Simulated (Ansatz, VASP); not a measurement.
# Cross-check of H18C11F5 (amorphous poly(vinyl fluoride) at 300 K) between VASP and Ansatz

Wanted: the spread between two codes on one cell, functional and k mesh. The cell is taken from a series of runs on this material, whose earlier steps may have relaxed, scaled, displaced or heated it; both programs get it as it stands.

Main program and level: Ansatz 0.2.0; plane waves, with VASP 6.6.1 beside it; single point at PBE.

### 1. Starting point

The cell holds 136 atoms: 44 C, 20 F and 72 H. Cell: a = 10.781 Å, b = 10.781 Å, c = 10.781 Å, α = 90.0°, β = 90.0°, γ = 90.0°. As first built, before any earlier steps moved the atoms (in the runner's words): 2 poly(vinyl fluoride) chains of 10 units placed at random, at 1.3 g/cm^3; overlaps pushed apart, then 20 ps at 800 K with MMFF94 bonds, angles, torsions, charges and radii (Halgren, J. Comput. Chem. 17, 490 (1996)) in harmonic and 12-6 forms; charges of ions scaled by 0.8. Snapshot after 30 ps at 300 K and fixed volume.

### 2. Ansatz: single point, PBE

Ansatz runs on its default PAW (the set named soft_2) files.

With cell and atoms fixed, the geometry can't cause a difference; cores, projectors, grids and the points listed under the comparison can.

input.yaml

```yaml
crystal:
  lattice:
    - [10.78108, 0.0, 0.0]
    - [0.0, 10.78108, 0.0]
    - [0.0, 0.0, 10.78108]
  atoms:
    - { symbol: C, position: [0.23076, 0.35155, 0.11925] }
    - { symbol: C, position: [0.33638, 0.29446, 0.189] }
    - { symbol: C, position: [0.42683, 0.22599, 0.09353] }
    - { symbol: F, position: [0.36238, 0.12866, 0.04527] }
    - { symbol: C, position: [0.53278, 0.17328, 0.15732] }
    - { symbol: C, position: [0.63265, 0.27379, 0.17325] }
    - { symbol: F, position: [0.58776, 0.37659, 0.23331] }
    - { symbol: C, position: [0.72661, 0.2135, 0.25936] }
    - { symbol: C, position: [0.79968, 0.31695, 0.32769] }
    - { symbol: F, position: [0.87962, 0.26538, 0.41826] }
    - { symbol: C, position: [0.87124, 0.40634, 0.2502] }
    - { symbol: C, position: [0.83389, 0.54333, 0.28327] }
    - { symbol: F, position: [0.89204, 0.61687, 0.19847] }
    - { symbol: C, position: [0.87416, 0.58068, 0.41584] }
    - { symbol: C, position: [0.85958, 0.71662, 0.44373] }
    - { symbol: F, position: [0.94967, 0.77364, 0.37848] }
    - { symbol: C, position: [0.74006, 0.77848, 0.39359] }
    - { symbol: C, position: [0.73879, 0.91619, 0.42909] }
    - { symbol: F, position: [0.85213, 0.96695, 0.39868] }
    - { symbol: C, position: [0.70794, 0.92285, 0.56935] }
    - { symbol: C, position: [0.67914, 0.0508, 0.6152] }
    - { symbol: F, position: [0.59104, 0.09951, 0.54016] }
    - { symbol: C, position: [0.63697, 0.05059, 0.75387] }
    - { symbol: C, position: [0.60242, 0.1795, 0.79081] }
    - { symbol: F, position: [0.62589, 0.19132, 0.91362] }
    - { symbol: C, position: [0.47067, 0.21778, 0.76581] }
    - { symbol: C, position: [0.45816, 0.35782, 0.7359] }
    - { symbol: F, position: [0.53373, 0.42201, 0.81972] }
    - { symbol: C, position: [0.4924, 0.38535, 0.59719] }
    - { symbol: C, position: [0.4816, 0.52186, 0.57264] }
[... 100 atom lines left out ...]
    - { symbol: H, position: [0.15322, 0.937, 0.40167] }
    - { symbol: H, position: [0.30632, 0.99095, 0.39929] }
    - { symbol: H, position: [0.29709, 0.77032, 0.44327] }
    - { symbol: H, position: [0.23092, 0.68556, 0.63553] }
    - { symbol: H, position: [0.14782, 0.81613, 0.66282] }
    - { symbol: H, position: [0.11069, 0.7169, 0.53554] }
kpoints:
  mp_grid: { grid: [1, 1, 1] }
hamiltonian:
  xc: pbe
scf:
  occupations: { method: fermi_dirac, width: 0.05 }
output:
  forces: true
  eigenvalues: true
  populations: true
  stress: true
```

Launch:

```bash
$ ansatz run input.yaml --threads 4 --pin off --max-ram 8192MiB --backend cpu --events-out ev --progress --plain --runs-dir out
```

Numbers of over 12 decimals in the logs are rounded to 6 here.

What it wrote:

```text
Engine: ansatz 0.2.0, aarch64-unknown-linux-gnu
Pseudopotentials: kind: paw
Pseudopotential: C, paw, valence charge 4, recommended cutoff 420 eV (normal), C.paw.azcp
Pseudopotential: F, paw, valence charge 7, recommended cutoff 420 eV (normal), F.paw.azcp
Pseudopotential: H, paw, valence charge 1, recommended cutoff 420 eV (normal), H.paw.azcp
Functional definition: PBE
  parameter kappa = 0.804
  parameter beta = 0.066725
  exchange = pbe_x(kappa = kappa, mu = beta*pi^2/3)
  correlation = pbe_c(beta = beta)
Crystal: 136 atoms, lattice volume = 1253.103 Å³
Basis set: ecut = 420 eV, 24405 PW (Γ), exchange–correlation on 150×150×150 points (8 copies of the dense FFT grid, shifted against one another)
Bands: 330, of which v1, the nominal top of the filled ones, is band 194 counted from 1 (193 counted from 0)
Symmetry: 1 space group operations
Space group: P1 (ITA 1), of the structure as read, at distance tolerance 1.1e-4 Å
k-points: 1
Non-local potential: C, projectors of the file, l = 0: 2, l = 1: 2, l = 2: 1
Non-local potential: F, projectors of the file, l = 0: 2, l = 1: 2, l = 2: 1
Non-local potential: H, projectors of the file, l = 0: 2, l = 1: 1
PAW form: soft (Blöchl's): semilocal exchange-correlation on the pseudo side does not see the compensation charge
PAW one-centre angular grid: C, 110 points (default); XC on 64 Gauss nodes
PAW one-centre angular grid: F, 110 points (default); XC on 64 Gauss nodes
PAW one-centre angular grid: H, 110 points (default); XC on 64 Gauss nodes
Initial density: superposition of atomic densities (neutral atoms: chi_scale 0, normalization atom), corrected by the library's trained network
Initial wavefunctions: pseudopotential atomic-orbital guess
Functional: x = pbe(κ = 0.804, μ = 0.219515), c = pbe(β = 0.066725)
SCF iter   1: F=—  HF=-28351.499723 eV  |F-HF|=—  |Δ(HF+E_count)|=         —  Δρ=5.20e-3  dr2=3.79e-1  ethr=1.77e-3  ⟨swp⟩=6.0  Hψ=1485  notcnv=0  defer=24
preconditioner: auto → Resta (q_TF=auto, 2.244 Å⁻¹)  ε∞=2.6  [insulator: Δε(μ)=6.208 eV  Ē_g=15.631 eV  σ=0.050 eV  W_gap=1.00  n_scr=250 (ndim 8)  ℏωp=19.6 eV  f_vac=0.230  D(μ)=0.00/eV (n_scr^D=0)  ε∞_Penn≈2.6]
SCF iter   2: F=—  HF=-28351.444304 eV  |F-HF|=—  |Δ(HF+E_count)|=   5.54e-2  Δρ=2.50e-3  dr2=8.01e-2  ethr=9.77e-5  ⟨swp⟩=3.0  Hψ=579  notcnv=0  defer=131
SCF iter   3: F=—  HF=-28351.445701 eV  |F-HF|=—  |Δ(HF+E_count)|=   1.40e-3  Δρ=1.10e-3  dr2=1.88e-2  ethr=2.06e-5  ⟨swp⟩=2.0  Hψ=395  notcnv=0  defer=131
SCF iter   4: F=—  HF=-28351.445540 eV  |F-HF|=—  |Δ(HF+E_count)|=   1.60e-4  Δρ=3.66e-4  dr2=1.92e-3  ethr=4.83e-6  ⟨swp⟩=2.0  Hψ=394  notcnv=0  defer=131
SCF iter   5: F=—  HF=-28351.445769 eV  |F-HF|=—  |Δ(HF+E_count)|=   2.29e-4  Δρ=1.33e-4  dr2=2.25e-4  ethr=4.95e-7  ⟨swp⟩=2.0  Hψ=379  notcnv=0  defer=131
SCF iter   6: F=—  HF=-28351.445807 eV  |F-HF|=—  |Δ(HF+E_count)|=   3.85e-5  Δρ=4.61e-5  dr2=2.13e-5  ethr=5.79e-8  ⟨swp⟩=2.0  Hψ=377  notcnv=0  defer=131
SCF iter   7: F=—  HF=-28351.443885 eV  |F-HF|=—  |Δ(HF+E_count)|=   1.92e-3  Δρ=2.37e-5  dr2=4.72e-6  ethr=5.49e-9  ⟨swp⟩=2.0  Hψ=523  notcnv=0  defer=131
SCF iter   8: F=—  HF=-28351.443885 eV  |F-HF|=—  |Δ(HF+E_count)|=   1.39e-7  Δρ=6.08e-6  dr2=3.94e-7  ethr=1.22e-9  ⟨swp⟩=2.0  Hψ=392  notcnv=0  defer=131
SCF iter   9: F=-28351.443886 eV  HF=-28351.443886 eV  |F-HF|=1.40e-8  |Δ(HF+E_count)|=   1.61e-7  Δρ=1.76e-6  dr2=3.98e-8  ethr=2.58e-11  ⟨swp⟩=14.0  Hψ=2072  notcnv=0
SCF 1 converged in 9 iterations: F = -28351.443886 eV  dr2 = 3.98e-8
  greatest PAW one-centre occupation: 0.932 electrons in one spin orbital (limit 2), on the F atom at site 15 (counted from 0), in its partial waves of l = 0
SCF converged after 9 iterations
Free energy (F): -28351.443886 eV
Harris-Foulkes:  -28351.443886 eV  (|F-HF|=1.40e-8)
Internal energy: -28351.443886 eV  (E = F + TS)
E sigma→0 (E₀):  -28351.443886 eV
Fermi energy:    2.134807 eV
--- Per-component energies (eV) ---
  E_band       = -3091.568588
  E_kinetic    = 9194.439844
  E_local      = -32210.549384  (includes V_loc(G=0)·N_el)
  E_nonlocal   = 2787.798089
  E_hartree    = 12164.225655
  E_xc         = -4371.524811
  E_vxc        = -5516.609549  (∫ρ·V_xc dr)
  E_paw        = -8425.719737  (= ΣΔE_a)
  E_vpaw       = -1675.036040  (= ΣTr[D̂ρ^β])
  E_aug_tail   = -0.058989  (compensation charges beyond the density's cutoff)
  E_ewald      = -7490.054552
  E_smearing   = -0.000000  (= −TS)
  E_closure    = -0.000000  (closes the sum)
  Σ components = -28351.443886   (vs F -28351.443886, Δ=0.00e0)
--- Forces (eV/Å), atoms counted from 1 ---
  atom   1  C     -1.95080827    -0.98484734     0.63249108
  atom   2  C      1.42385651     1.26845819    -0.83341156
  atom   3  C     -1.71316889     1.30620968     2.14544901
  atom   4  F     -1.60790714    -1.38561058    -1.10603857
  atom   5  C      1.74113459     1.15101099     0.59741516
[...]
atom  97  C     -0.95152630    -0.34505385     0.64069022
  atom  98  C     -1.74836720    -0.03106385     0.26728818
  atom  99  F      1.54365918    -0.04833300     1.04999417
  atom 100  C      2.49552875    -3.07974096    -2.03431898
  atom 101  H     -0.29049178    -0.10894829     0.76784438
  atom 102  H     -0.84398055     0.30104253    -0.14169615
  atom 103  H     -0.59760592    -0.36722095     0.09279923
  atom 104  H      0.07135433    -0.04846741    -0.70986925
  atom 105  H      0.50977239     0.01248495    -1.24647780
  atom 106  H      0.67447297    -0.13319048    -0.46016027
  atom 107  H      0.11929920     0.44627417    -0.10397237
  atom 108  H      0.79434132     0.69525191     0.01786770
  atom 109  H      0.40496686     0.17484575     0.34719270
  atom 110  H     -0.65571446    -0.06945122    -0.10004743
  atom 111  H     -0.54001640     0.54439986     0.93140043
  atom 112  H     -0.30535355     0.40240209    -0.21483305
  atom 113  H     -0.23323891    -0.67164234    -0.26666879
  atom 114  H      0.84804612    -0.29753893     0.69140428
  atom 115  H      0.74607523    -0.39099151     0.62899250
[...]
atom 129  H      0.83279863     0.53432667    -0.16134627
  atom 130  H     -0.46138243     0.13014313     0.05670862
  atom 131  H     -0.55875455    -0.14303214    -0.66619098
  atom 132  H      0.51549324     0.42878994    -0.25792399
  atom 133  H      0.83065274    -0.75267664    -1.36112908
  atom 134  H     -0.12765724     0.48228896    -0.17748646
  atom 135  H     -1.79702475     2.06394215     2.82589597
  atom 136  H     -0.33488646     0.51955586    -0.13177996
  max |Σ_I F_I| component: 9.81e-5 eV/Å
--- Stress (GPa, compression-positive) ---
        6.665635      -0.322268       0.620536
       -0.322268       5.259687       0.780242
        0.620537       0.780242       5.472264
  P = ⅓ Tr σ = 5.7992 GPa (57.992 kbar)
--- Band table (eV) ---
  k-point 0: bands = [... 190 lower, -1.0974, -1.0475, -0.9820, -0.9617, 5.2060, 5.2968, 5.4848, 5.5941, ... 132 higher]
--- Löwdin populations: 136 sites ---
  site symbol       q [e]
     0      C      4.4446
     1      C      4.2746
     2      C      3.7902
     3      F      7.2897
     4      C      4.2915
     5      C      3.7942
     6      F      7.2901
     7      C      4.2967
     8      C      3.7870
     9      F      7.3077
    10      C      4.2854
    11      C      3.7913
    12      F      7.2768
    13      C      4.3197
    14      C      3.7895
    15      F      7.2834
    16      C      4.3172
    17      C      3.7844
    18      F      7.2808
    19      C      4.2944
    20      C      3.7778
    21      F      7.2845
    22      C      4.3168
    23      C      3.7843
[...]
128      H      0.8115
   129      H      0.8361
   130      H      0.7977
   131      H      0.8045
   132      H      0.8069
   133      H      0.8242
   134      H      0.7697
   135      H      0.8084
  spilling = 0.010690 (of n_electrons = 388.000000)
```

The column dr2 measures how far the density is from self-consistency, as an energy; F and HF (Harris–Foulkes) agree once it is small.

The run ends at a pressure of 5.80 GPa, with forces up to 4.5 eV/Å.

### 3. VASP: single point, PBE

The same cell, functional, mesh and smearing now go to VASP, with its own data sets.

Lines of VASP's logs that name or quote its potential files are left out, and so is its time.

INCAR

```
SYSTEM = H18C11F5
PREC = Accurate
ENCUT = 600
EDIFF = 1E-06
NELM = 120
ISMEAR = -1
SIGMA = 0.05
LREAL = Auto
ALGO = Normal
GGA = PE
NBANDS = 289
LORBIT = 11
LWAVE = .FALSE.
LCHARG = .FALSE.
ISIF = 2
LASPH = .TRUE.
GGA_COMPAT = .FALSE.
EFERMI = MIDGAP
```

POSCAR

```
H18C11F5
1.0
   10.7810800000      0.0000000000      0.0000000000
    0.0000000000     10.7810800000      0.0000000000
    0.0000000000      0.0000000000     10.7810800000
C F H
44 20 72
Direct
    0.2307600000      0.3515500000      0.1192500000
    0.3363800000      0.2944600000      0.1890000000
    0.4268300000      0.2259900000      0.0935300000
    0.5327800000      0.1732800000      0.1573200000
    0.6326500000      0.2737900000      0.1732500000
    0.7266100000      0.2135000000      0.2593600000
    0.7996800000      0.3169500000      0.3276900000
    0.8712400000      0.4063400000      0.2502000000
    0.8338900000      0.5433300000      0.2832700000
    0.8741600000      0.5806800000      0.4158400000
    0.8595800000      0.7166200000      0.4437300000
    0.7400600000      0.7784800000      0.3935900000
    0.7387900000      0.9161900000      0.4290900000
    0.7079400000      0.9228500000      0.5693500000
    0.6791400000      0.0508000000      0.6152000000
    0.6369700000      0.0505900000      0.7538700000
    0.6024200000      0.1795000000      0.7908100000
    0.4706700000      0.2177800000      0.7658100000
    0.4581600000      0.3578200000      0.7359000000
    0.4924000000      0.3853500000      0.5971900000
    0.4816000000      0.5218600000      0.5726400000
    0.4409300000      0.5423600000      0.4425100000
    0.9529900000      0.0553400000      0.0420900000
    0.0002200000      0.9593600000      0.9516700000
    0.1247800000      0.9027600000      0.9847600000
    0.1369300000      0.8206200000      0.0991800000
    0.2672100000      0.7650000000      0.1054500000
    0.3716500000      0.8619900000      0.1184700000
    0.4910800000      0.7913900000      0.1522800000
    0.5886200000      0.7959800000      0.0496000000
[... 100 atom lines left out ...]
    0.1532200000      0.9370000000      0.4016700000
    0.3063200000      0.9909500000      0.3992900000
    0.2970900000      0.7703200000      0.4432700000
    0.2309200000      0.6855600000      0.6355300000
    0.1478200000      0.8161300000      0.6628200000
    0.1106900000      0.7169000000      0.5355400000
```

KPOINTS

```
Automatic mesh
0
Gamma
1 1 1
0 0 0
```

The projector-augmented-wave data sets are C, F and H (PBE family, release 64).

Launch:

```bash
$ export OMP_NUM_THREADS=3
$ mpirun -np 1 vasp_gam
```

What it wrote:

```text
[banner, memory and clock lines left out]
running    1 mpi-ranks, on    1 nodes
[...]
Offloading initialized ...    1 GPUs detected
[...]
LDA part: xc-table for (Slater+PW92), standard interpolation
 POSCAR, INCAR and KPOINTS ok, starting setup
[...]
entering main loop
       N       E                     dE             d eps       ncg     rms          rms(c)
DAV:   1     0.328636105058E+04    0.32864E+04   -0.23078E+05   586   0.143E+03
DAV:   2    -0.450873451850E+03   -0.37372E+04   -0.35486E+04   731   0.328E+02
DAV:   3    -0.795245960174E+03   -0.34437E+03   -0.34149E+03   716   0.102E+02
DAV:   4    -0.802911450232E+03   -0.76655E+01   -0.76379E+01   724   0.168E+01
[...]
DAV:  17    -0.740669389493E+03    0.33631E-05   -0.61865E-05   724   0.259E-02    0.105E-02
DAV:  18    -0.740669388643E+03    0.84995E-06   -0.17966E-05   724   0.119E-02    0.579E-03
DAV:  19    -0.740669388475E+03    0.16849E-06   -0.24403E-06   564   0.495E-03
   1 F= -.74066939E+03 E0= -.74066939E+03  d E =0.000000E+00
```

Parts of OUTCAR (step 3):

```text
  FREE ENERGIE OF THE ION-ELECTRON SYSTEM (eV)
  ---------------------------------------------------
  free  energy   TOTEN  =      -740.6693884749 eV

  energy  without entropy=     -740.6693884749  energy(sigma->0) =     -740.66938847
```

The run ends at a pressure of 6.01 GPa, with forces up to 4.4 eV/Å.

### 4. Comparison

Known differences besides the potentials themselves: the cutoff is 420 eV in Ansatz and 600 eV in VASP (PREC = Accurate, projectors in real space). Total energies have different zeros and are not compared.

The two programs side by side:

```csv
quantity,Ansatz,VASP,difference
pressure (GPa),5.80,6.01,-0.21
gap on the k mesh (eV),6.168,6.161,+0.007
```

Forces on 9 of the 136 atoms, those with the largest forces and the largest differences (eV/Å; atoms numbered as in POSCAR):

```csv
atom,"Ansatz x, y, z","VASP x, y, z"
C32,"1.815, 0.266, 3.094","1.822, 0.260, 3.080"
C33,"-2.901, 1.058, -2.202","-2.801, 1.355, -2.348"
C41,"1.733, 1.301, -2.078","2.054, 1.431, -2.260"
C44,"2.496, -3.080, -2.034","2.475, -3.064, -2.016"
F49,"2.901, 0.851, -1.119","3.200, 1.038, -1.330"
F55,"0.975, -0.914, -2.167","1.111, -1.145, -2.495"
F58,"-2.759, 0.941, -1.919","-3.087, 1.026, -2.143"
F63,"-1.579, -1.258, 1.329","-1.915, -1.392, 1.536"
H135,"-1.797, 2.064, 2.826","-1.795, 2.061, 2.827"
```

The forces differ by 114 meV/Å r.m.s., which is 10.8 % of the r.m.s. force of 1.051 eV/Å (both taken over all components). A gap on the mesh is an upper bound, since the band edges may lie between its points.

### 5. Summary of results

| Quantity | Value |
| --- | --- |
| r.m.s. force difference (single point, PBE) | 11 % of the r.m.s. force |

In words: The r.m.s. force difference is 11 % of the r.m.s. force (single point, PBE), beyond the 3 % picked in this series as the mark of a large difference. What causes the difference of the single point, PBE pair stays open here. How closely two codes agree says nothing of how well the functional describes the real material.

[Lines on the potential files, build, host, timing and source positions are cut from VASP's logs without a mark.]

[Logs are printed without paths, hosts, clocks, repeated set-up lines and the standing remarks that a program may print on its own settings, such as how far it seeks lower states.]

[Hosts, paths, dates, database ids (printed as entryN), source tags and the programs' standing remarks are cut or masked in the printed files.]

[The MMFF94 radii named for the starting cell were scaled by 0.96; in molecules described by MMFF94, hydrogen bound to N, O or S took a small fixed 12-6 site in their place.]
